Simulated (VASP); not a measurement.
Input:

```yaml
crystal:
  lattice:
    - [3.24692, -2.04898, 0.00000]
    - [3.24692, 2.04898, 0.00000]
    - [0.00000, 0.00000, 8.29303]
  atoms:
    - { symbol: Cl, position: [0.88186, 0.11814, 0.60545] }
    - { symbol: Cl, position: [0.11814, 0.88186, 0.39455] }
    - { symbol: Cl, position: [0.61814, 0.38186, 0.10545] }
    - { symbol: Cl, position: [0.38186, 0.61814, 0.89455] }
```

The numbers are results of r2SCAN meta-GGA, VASP's PBE PAW potentials (set 64) (plane waves; VASP 6.6.1), not measurements. Run with 400 eV cut-off, 8×8×4 Γ-centred mesh, Gaussian smearing of 0.010 eV, potentials Cl.

**Question.** Predict the energy per atom (σ→0), band gap (on the k-mesh) with the smallest direct gap where there is one.

**Answer.** 
```json
{
  "band gap (on the k-mesh)": "2.69 eV",
  "smallest direct gap (on the k-mesh)": "2.69 eV",
  "energy per atom (σ→0)": "-6.149 eV/atom"
}
```

Total energies compare only between runs with the same potentials, cut-off and functional.

The structure comes from a computed database's Cl entry (Cmce); how it stands against other phases isn't given here. It was relaxed first.
